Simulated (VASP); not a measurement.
Consider the following.

```xyz
5
Lattice="3.3682 0.0000 0.0000 -1.6841 2.9170 0.0000 0.0000 0.0000 5.7778" Properties=species:S:1:pos:R:3 pbc="T T T"
Mg     0.0000     0.0000     0.0000
Al     1.6841     0.9723     2.0244
Al     0.0000     1.9446     3.7534
C      0.0000     1.9446     1.5619
C      1.6841     0.9723     4.2159
```

These are r2SCAN meta-GGA, VASP's PBE PAW potentials (set 64) (plane waves; VASP) values and carry that method's errors. Run with 520 eV cut-off, 9×9×5 Γ-centred mesh, tetrahedra with Blöchl corrections, potentials Mg Al C.

The path is coarsely sampled, so an indirect gap can come out somewhat too large.

Question: Give the energies of bands 3 to 11 at the high-symmetry points, in eV from the valence-band maximum.

Answer: 
```csv
band,Γ,M,K,A,L,H
3,-6.68,-6.45,-5.76,-4.27,-6.76,-5.66
4,-1.15,-5.27,-4.91,-3.36,-6.17,-5.66
5,-1.15,-3.81,-4.91,-0.97,-2.47,-5.38
6,-0.23,-2.69,-3.46,-0.97,-1.99,-4.21
7,-0.22,-2.15,-2.70,-0.44,-1.61,-1.16
8,-0.22,-1.08,-2.70,-0.44,-1.46,-1.16
9,3.91,2.45,2.92,5.04,2.27,4.01
10,5.20,4.95,6.51,6.08,4.13,4.01
11,7.29,5.38,6.51,7.18,4.70,4.82
```

The gap is indirect, 2.18 eV, from the valence maximum at K-Γ at 0.80 to the conduction minimum at L-M at 0.40.

The structure comes from a computed database's Al2MgC2 entry (P-3m1); how it stands against other phases isn't given here. It was relaxed first.
